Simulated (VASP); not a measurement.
Consider the following.

```
CELL_PARAMETERS angstrom
      0.00000     2.51207     2.51207
      2.51207     0.00000     2.51207
      2.51207     2.51207     0.00000
ATOMIC_POSITIONS crystal
  Co 0.00000 0.00000 0.00000
  Si 0.25000 0.25000 0.25000
```

The numbers are results of PBEsol GGA, VASP's PBE PAW potentials (set 64) (plane waves; VASP), not measurements. Run with 400 eV cut-off, Gaussian smearing of 0.050 eV, potentials Co Si.

Question: Give the energies of bands 1 to 9 at the high-symmetry points, in eV from the Fermi level.

Answer: 
| band | Γ | X | U | L | W |
|---|---|---|---|---|---|
| 1 | -10.09 | -6.38 | -6.47 | -7.44 | -6.36 |
| 2 | -2.39 | -4.30 | -3.70 | -4.28 | -3.34 |
| 3 | -2.39 | -1.58 | -2.31 | -2.17 | -2.64 |
| 4 | -2.39 | -1.40 | -1.62 | -2.17 | -1.74 |
| 5 | -1.06 | -1.40 | -1.50 | -0.89 | -1.07 |
| 6 | -1.06 | -0.66 | -0.93 | -0.89 | -0.98 |
| 7 | 6.75 | -0.25 | -0.35 | -0.60 | -0.51 |
| 8 | 6.75 | 1.08 | 0.53 | 4.20 | 0.21 |
| 9 | 6.75 | 1.08 | 2.10 | 4.20 | 1.31 |

It has no gap at this level: it comes out as a metal or semimetal.

The structure was generated: CoSi was put into the zinc blende type (F-43m), which need not be its known phase. It was relaxed first, which changed the volume by -23 %. The run is not spin-polarised, so no magnetic state was tried. The electron count is odd and the run is not spin-polarised, which forces a metal.
